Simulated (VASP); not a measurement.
VASP input:

POSCAR:
```
SiC
1
    2.4422820000     0.0000000000     0.0000000000
    0.0000000000     2.4422820000     0.0000000000
    0.0000000000     0.0000000000     2.4422820000
Si C
1 1
Direct
  0.0000000000   0.0000000000   0.0000000000
  0.5000000000   0.5000000000   0.5000000000
```

File KPOINTS:
```
Regular mesh
0
G
10 10 10
```

**INCAR**
```
SYSTEM = SiC
PREC = Accurate
ENCUT = 520
EDIFF = 1E-6
NELM = 100
ALGO = Normal
LREAL = .FALSE.
LASPH = .TRUE.
ISMEAR = 0
SIGMA = 0.05
METAGGA = R2SCAN
LMIXTAU = .TRUE.
LWAVE = .FALSE.
LCHARG = .FALSE.
IBRION = 2
ISIF = 3
NSW = 60
EDIFFG = -0.01
```

POTCAR, in this order: Si C (PBE.64 set). Program: vasp_std.

Q: Translate this r2SCAN calculation to Ansatz.

A: One equivalent input (not run):
Ansatz 0.2 input:
```yaml
crystal:
  lattice:
    - [2.4422820, 0.0000000, 0.0000000]
    - [0.0000000, 2.4422820, 0.0000000]
    - [0.0000000, 0.0000000, 2.4422820]
  atoms:
    - { symbol: Si, position: [0.0000000, 0.0000000, 0.0000000] }
    - { symbol: C, position: [0.5000000, 0.5000000, 0.5000000] }
kpoints:
  mp_grid: { grid: [10, 10, 10] }
hamiltonian:
  xc: r2scan
  pseudopotentials: { kind: paw }
scf:
  occupations: { method: gaussian, width: 0.05 }
  max_iter: 100
relax:
  max_steps: 60
  f_tol: 0.01
  cell: {}
output: { forces: true, stress: true, eigenvalues: true }
```
Limits of the translation: each code has its own PAW files, so the cut-off isn't converted (ENCUT is set for VASP's; basis.ecutwfc is left out, and Ansatz then takes the one that its files recommend); Ansatz stops its SCF on the density residual and VASP on the energy change (EDIFF).

The structure was generated: SiC was put into the CsCl type (Pm-3m), which need not be its known phase. This run relaxes it. Symmetry was kept, so distortions that lower it aren't found.
